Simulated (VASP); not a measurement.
A run of VASP 6.6.1 is set up as follows.

INCAR

```
SYSTEM = Al
ALGO = Fast ; EDIFF = 1E-7
EDIFFG = -0.002 ; ENCUT = 520
GGA = PE ; IBRION = 2
ISIF = 3 ; ISMEAR = 0
LASPH = .True. ; LCHARG = .False.
LREAL = .False. ; LWAVE = .False.
NELM = 100 ; NSW = 80
PREC = Accurate ; SIGMA = 1.0
```

The input KPOINTS:

```
k-points
0
Gamma
  18 18 18
  0 0 0
```

The input POSCAR:

```
Al
1.0
    0.0000000000      2.0248050000      2.0248050000
    2.0248050000      0.0000000000      2.0248050000
    2.0248050000      2.0248050000      0.0000000000
Al
1
Direct
    0.0000000000      0.0000000000      0.0000000000
```

Potentials or basis: VASP PAW PBE potentials, release 64 (Al).

The run is started by

```bash
$ cat potpaw_PBE.64/Al/POTCAR > POTCAR
$ mpirun -np 1 vasp_std > vasp.out
```

Problem. Estimate the relaxed volume.

Solution. 16.64 Å³/atom.

Problem. What does it give for the space group after relaxing (to 0.05 Å)?

Solution. Fm-3m (No. 225).

Final structure:
```
CELL_PARAMETERS angstrom
0.00000 2.02628 2.02628
2.02628 0.00000 2.02628
2.02628 2.02628 0.00000
ATOMIC_POSITIONS crystal
Al 0.00000 0.00000 0.00000
```
